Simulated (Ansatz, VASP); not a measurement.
# HfPbSO2 in two plane-wave programs, part 3 of 3

Aim: how closely do two programs agree when they are given the same cell, functional and k mesh? The cell is generated by rule, not measured, and may not be a known phase. The cell is taken from a series of runs on this material, whose earlier steps may have relaxed, scaled, displaced or heated it; both programs get it as it stands.

VASP 6.6.1 and Ansatz 0.2.0.

So far: Set-up; Ansatz: zone-centre phonons, PBEsol; VASP: zone-centre phonons, PBEsol.

### Step 3. VASP: zone-centre phonons, PBEsol (continued)

Level of this step: PBEsol; plane waves and PAW (Hf_pv, Pb_d, S, O); invented cell (VASP).

Numbers of over 12 decimals in the logs are rounded to 6 here.

From OUTCAR (step 3):

```text
ion  position               nearest neighbor table
   1  0.500  0.500  0.500-   4 2.05   5 2.05   4 2.05   5 2.05   3 2.60   3 2.60   2 3.86   2 3.86
                             2 3.86   2 3.86   2 3.86   2 3.86   2 3.86   2 3.86
   2  0.000  0.000  0.000-   3 2.86   3 2.86   3 2.86   3 2.86   5 3.03   5 3.03   4 3.03   4 3.03
                             1 3.86   1 3.86   1 3.86   1 3.86   1 3.86   1 3.86   1 3.86   1 3.86
   3  0.500  0.500  0.000-   1 2.60   1 2.60   2 2.86   2 2.86   2 2.86   2 2.86
   4  0.500  0.000  0.565-   1 2.05   1 2.05   2 3.03   2 3.03
   5  0.000  0.500  0.435-   1 2.05   1 2.05   2 3.03   2 3.03

  LATTYP: Found a simple tetragonal cell.
 ALAT       =     4.0398036017
 C/A-ratio  =     1.2873480541

 Subroutine GETGRP returns: Found  8 space group operations
 (whereof  8 operations were pure point group operations)

The static configuration has the point symmetry D_2d.

 Found     40 irreducible k-points:

   k-points           NKPTS =     40   k-points in BZ     NKDIM =     40   number of bands    NBANDS=     27

   dimension x,y,z NGX =    32 NGY =   32 NGZ =   42
   dimension x,y,z NGXF=    64 NGYF=   64 NGZF=   84

   ENCUT  =  600.0 eV  44.10 Ry    6.64 a.u.   8.07  8.07 10.39*2*pi/ulx,y,z

   NELECT =      42.0000    total number of electrons

 k-points in reciprocal lattice and weights: Automatic mesh
   0.00000000  0.00000000  0.00000000       0.005
   0.16666667  0.00000000  0.00000000       0.019
   0.33333333  0.00000000  0.00000000       0.019
   0.50000000  0.00000000  0.00000000       0.009
   0.16666667  0.16666667  0.00000000       0.019
   0.33333333  0.16666667  0.00000000       0.037
   0.50000000  0.16666667  0.00000000       0.019
   0.33333333  0.33333333  0.00000000       0.019
   0.50000000  0.33333333  0.00000000       0.019
[...]
0.50000000  0.33333333  0.50000000       0.019
   0.50000000  0.50000000  0.50000000       0.005

 average (electrostatic) potential at core
       1 -36.5576       2 -91.9089       3 -86.0923       4 -69.2113       5 -69.2113

 Eigenvectors and eigenvalues of the dynamical matrix
 ----------------------------------------------------

   1 f  =   14.452791 THz    90.809564 2PiTHz  482.093217 cm-1    59.771914 meV
             X         Y         Z           dx          dy          dz
      2.019902  2.019902  2.600317     0.041787   -0.149998   -0.000000
      0.000000  0.000000  0.000000     0.002333   -0.008374   -0.000000
      2.019902  2.019902  0.000000     0.026319   -0.094475   -0.000000
      2.019902  0.000000  2.938287     0.069199    0.913666    0.000000
      0.000000  2.019902  2.262347    -0.254534   -0.248393    0.000000

   2 f  =   14.452791 THz    90.809564 2PiTHz  482.093217 cm-1    59.771914 meV
             X         Y         Z           dx          dy          dz
      2.019902  2.019902  2.600317    -0.149998   -0.041787    0.000000
      0.000000  0.000000  0.000000    -0.008374   -0.002333   -0.000000
      2.019902  2.019902  0.000000    -0.094475   -0.026319   -0.000000
      2.019902  0.000000  2.938287    -0.248393    0.254534    0.000000
      0.000000  2.019902  2.262347     0.913666   -0.069199    0.000000

   3 f  =   10.012130 THz    62.908068 2PiTHz  333.968710 cm-1    41.406824 meV
             X         Y         Z           dx          dy          dz
      2.019902  2.019902  2.600317     0.000000    0.000000    0.033584
      0.000000  0.000000  0.000000     0.000000   -0.000000    0.038031
      2.019902  2.019902  0.000000     0.000000    0.000000   -0.788551
      2.019902  0.000000  2.938287     0.000000   -0.000000    0.433366
      0.000000  2.019902  2.262347    -0.000000   -0.000000    0.433366

   4 f  =    7.485105 THz    47.030305 2PiTHz  249.676243 cm-1    30.955895 meV
             X         Y         Z           dx          dy          dz
      2.019902  2.019902  2.600317    -0.000000    0.000000   -0.000000
      0.000000  0.000000  0.000000     0.000000   -0.000000    0.000000
      2.019902  2.019902  0.000000     0.000000    0.000000    0.000000
      2.019902  0.000000  2.938287     0.000000   -0.000000    0.707107
      0.000000  2.019902  2.262347    -0.000000   -0.000000   -0.707107

   5 f  =    6.378095 THz    40.074752 2PiTHz  212.750346 cm-1    26.377669 meV
             X         Y         Z           dx          dy          dz
      2.019902  2.019902  2.600317    -0.000000    0.000000   -0.623487
      0.000000  0.000000  0.000000     0.000000   -0.000000    0.157453
      2.019902  2.019902  0.000000     0.000000    0.000000    0.458042
      2.019902  0.000000  2.938287     0.000000   -0.000000    0.433976
      0.000000  2.019902  2.262347    -0.000000   -0.000000    0.433976

   6 f  =    5.766843 THz    36.234144 2PiTHz  192.361183 cm-1    23.849736 meV
             X         Y         Z           dx          dy          dz
      2.019902  2.019902  2.600317    -0.060440    0.284829    0.000000
      0.000000  0.000000  0.000000     0.043562   -0.205289    0.000000
      2.019902  2.019902  0.000000    -0.100717    0.474637   -0.000000
      2.019902  0.000000  2.938287     0.163676   -0.115742   -0.000000
      0.000000  2.019902  2.262347     0.024560   -0.771340   -0.000000

   7 f  =    5.766843 THz    36.234144 2PiTHz  192.361183 cm-1    23.849736 meV
             X         Y         Z           dx          dy          dz
      2.019902  2.019902  2.600317    -0.284829   -0.060440    0.000000
      0.000000  0.000000  0.000000     0.205289    0.043562   -0.000000
      2.019902  2.019902  0.000000    -0.474637   -0.100717   -0.000000
      2.019902  0.000000  2.938287     0.771340    0.024560    0.000000
      0.000000  2.019902  2.262347     0.115742    0.163676    0.000000

   8 f  =    4.702852 THz    29.548890 2PiTHz  156.870256 cm-1    19.449424 meV
             X         Y         Z           dx          dy          dz
      2.019902  2.019902  2.600317    -0.074630    0.361858    0.000000
      0.000000  0.000000  0.000000    -0.025232    0.122343    0.000000
      2.019902  2.019902  0.000000     0.166868   -0.809089   -0.000000
      2.019902  0.000000  2.938287     0.077942   -0.125876   -0.000000
      0.000000  2.019902  2.262347     0.025961   -0.377917   -0.000000

   9 f  =    4.702852 THz    29.548890 2PiTHz  156.870256 cm-1    19.449424 meV
             X         Y         Z           dx          dy          dz
      2.019902  2.019902  2.600317    -0.361858   -0.074630    0.000000
      0.000000  0.000000  0.000000    -0.122343   -0.025232    0.000000
      2.019902  2.019902  0.000000     0.809089    0.166868   -0.000000
      2.019902  0.000000  2.938287     0.377917    0.025961   -0.000000
      0.000000  2.019902  2.262347     0.125876    0.077942   -0.000000

  10 f  =    1.000990 THz     6.289405 2PiTHz   33.389428 cm-1     4.139760 meV
             X         Y         Z           dx          dy          dz
      2.019902  2.019902  2.600317    -0.124603   -0.583737    0.000000
      0.000000  0.000000  0.000000     0.144793    0.678324    0.000000
      2.019902  2.019902  0.000000     0.006962    0.032614    0.000000
      2.019902  0.000000  2.938287    -0.074464   -0.181083    0.000000
      0.000000  2.019902  2.262347    -0.038653   -0.348846    0.000000

  11 f  =    1.000990 THz     6.289405 2PiTHz   33.389428 cm-1     4.139760 meV
             X         Y         Z           dx          dy          dz
      2.019902  2.019902  2.600317     0.583737   -0.124603    0.000000
      0.000000  0.000000  0.000000    -0.678324    0.144793    0.000000
      2.019902  2.019902  0.000000    -0.032614    0.006962    0.000000
      2.019902  0.000000  2.938287     0.348846   -0.038653    0.000000
      0.000000  2.019902  2.262347     0.181083   -0.074464    0.000000

  12 f  =    0.001677 THz     0.010539 2PiTHz    0.055949 cm-1     0.006937 meV
             X         Y         Z           dx          dy          dz
      2.019902  2.019902  2.600317    -0.000000    0.000000   -0.630472
      0.000000  0.000000  0.000000    -0.000000    0.000000   -0.678056
      2.019902  2.019902  0.000000    -0.000000    0.000000   -0.267176
      2.019902  0.000000  2.938287    -0.000000    0.000000   -0.188894
      0.000000  2.019902  2.262347    -0.000000    0.000000   -0.188894

  13 f/i=    0.003419 THz     0.021480 2PiTHz    0.114035 cm-1     0.014139 meV
             X         Y         Z           dx          dy          dz
      2.019902  2.019902  2.600317     0.371846    0.509822   -0.000000
      0.000000  0.000000  0.000000     0.399315    0.547483   -0.000000
      2.019902  2.019902  0.000000     0.157432    0.215849   -0.000000
      2.019902  0.000000  2.938287     0.111219    0.152492   -0.000000
      0.000000  2.019902  2.262347     0.111222    0.152488   -0.000000

  14 f/i=    0.003419 THz     0.021480 2PiTHz    0.114035 cm-1     0.014139 meV
             X         Y         Z           dx          dy          dz
      2.019902  2.019902  2.600317    -0.509822    0.371846    0.000000
      0.000000  0.000000  0.000000    -0.547483    0.399315    0.000000
      2.019902  2.019902  0.000000    -0.215849    0.157432    0.000000
      2.019902  0.000000  2.938287    -0.152488    0.111222    0.000000
      0.000000  2.019902  2.262347    -0.152492    0.111219    0.000000

  15 f/i=    2.221209 THz    13.956270 2PiTHz   74.091570 cm-1     9.186180 meV
             X         Y         Z           dx          dy          dz
      2.019902  2.019902  2.600317    -0.000000    0.000000   -0.461131
      0.000000  0.000000  0.000000    -0.000000   -0.000000    0.716939
      2.019902  2.019902  0.000000    -0.000000    0.000000   -0.311450
      2.019902  0.000000  2.938287    -0.000000    0.000000   -0.296947
      0.000000  2.019902  2.262347    -0.000000    0.000000   -0.296947

 MACROSCOPIC STATIC DIELECTRIC TENSOR IONIC CONTRIBUTION
 ------------------------------------------------------
         101.864335    -0.000000    -0.000000
          -0.000000   101.864335     0.000000
          -0.000000     0.000000     5.953176
 ------------------------------------------------------

 ELASTIC MODULI CONTR FROM IONIC RELAXATION (kBar)
 Direction    XX          YY          ZZ          XY          YZ          ZX
 --------------------------------------------------------------------------------
 XX        -634.8892   -219.8588    119.6267      0.0000     -0.0000     -0.0000
 YY        -219.8588   -634.8892    119.6267      0.0000     -0.0000     -0.0000
 ZZ         119.6267    119.6267    -33.4848      0.0000      0.0000      0.0000
 XY           0.0000      0.0000      0.0000      0.0000      0.0000      0.0000
 YZ          -0.0000     -0.0000      0.0000      0.0000   -744.8450     -0.0000
 ZX          -0.0000     -0.0000      0.0000      0.0000     -0.0000   -879.0768
 --------------------------------------------------------------------------------

 PIEZOELECTRIC TENSOR IONIC CONTR  for field in x, y, z        (C/m^2)
          XX          YY          ZZ          XY          YZ          ZX
  --------------------------------------------------------------------------------
  x     0.00000     0.00000    -0.00000     0.00000     0.00000     7.07564
  y    -0.00000    -0.00000     0.00000     0.00000    -6.53703    -0.00000
  z    -1.01375     1.01375    -0.00000     0.00000    -0.00000    -0.00000
```

The dielectric response converges more slowly with the mesh than energies do, so tensor and charges may still move on a finer one. With imaginary modes the cell is no minimum, so the ionic parts of its dielectric, piezoelectric and elastic tensors have no meaning. Harder data sets than Hf_pv exist (the GW ones), and pressures, volumes and forces can shift noticeably with them.

### Step 4. Side by side

Known differences besides the potentials themselves: fixed occupations in Ansatz, narrow Gaussian smearing in VASP; VASP's response is taken on the typed mesh, Ansatz refines its own for the field response alone; the data sets hold 58 valence electrons in Ansatz (on its default PAW (the set named soft_2) files) and 42 in VASP; the cutoff is 420 eV in Ansatz and 600 eV in VASP; Ansatz makes its cores anew for this functional, VASP keeps those of its PBE data sets. Total energies have different zeros and are not compared.

The two programs side by side:

```
                                              quantity  Ansatz   VASP  difference
                                                 ε∞ xx   11.09  12.02     -7.75 %
                                                 ε∞ yy   11.09  12.02     -7.75 %
                                                 ε∞ zz    6.86   6.88     -0.31 %
         Born charge of Hf1 (mean of the diagonal) (e)    5.75   5.77       -0.02
         Born charge of Pb2 (mean of the diagonal) (e)    4.39   4.35       +0.04
          Born charge of S3 (mean of the diagonal) (e)   -3.72  -3.75       +0.04
          Born charge of O4 (mean of the diagonal) (e)   -3.21  -3.19       -0.03
optical mode 1 (imaginary, printed as negative) (cm⁻¹)   -74.0  -74.1         0.0
                            optical mode 2 to 3 (cm⁻¹)    30.5   33.4        -2.8
                            optical mode 4 to 5 (cm⁻¹)   152.6  156.9     -2.75 %
                            optical mode 6 to 7 (cm⁻¹)   185.5  192.4     -3.56 %
                                 optical mode 8 (cm⁻¹)   211.0  212.8     -0.82 %
                                 optical mode 9 (cm⁻¹)   245.8  249.7     -1.57 %
                                optical mode 10 (cm⁻¹)   333.9  334.0     -0.02 %
                          optical mode 11 to 12 (cm⁻¹)   482.9  482.1     +0.18 %
```

Modes are paired by rising frequency, not by their patterns, so a pair may set unlike modes beside each other; they are those without the splitting of longitudinal modes.

### Step 5. Outcome

```yaml
difference_in_eps_infinity_xx_zone_centre_phonons_pbesol: -7.7 %
```

What this shows: The difference in ε∞ xx is -7.7 % (zone-centre phonons, PBEsol), beyond the 5 % picked in this series as the mark of a large difference. The data sets hold unlike numbers of valence electrons (58 in Ansatz and 42 in VASP), so part of the differences comes from the potentials. What causes the difference of the zone-centre phonons, PBEsol pair stays open here. How closely two codes agree says nothing of how well the functional describes the real material.

[Lines on the potential files, build, host, timing and source positions are cut from VASP's logs without a mark.]

[Logs are printed without paths, hosts, clocks, repeated set-up lines and the standing remarks that a program may print on its own settings, such as how far it seeks lower states.]

[Hosts, paths, dates, database ids (printed as entryN), source tags and the programs' standing remarks are cut or masked in the printed files.]
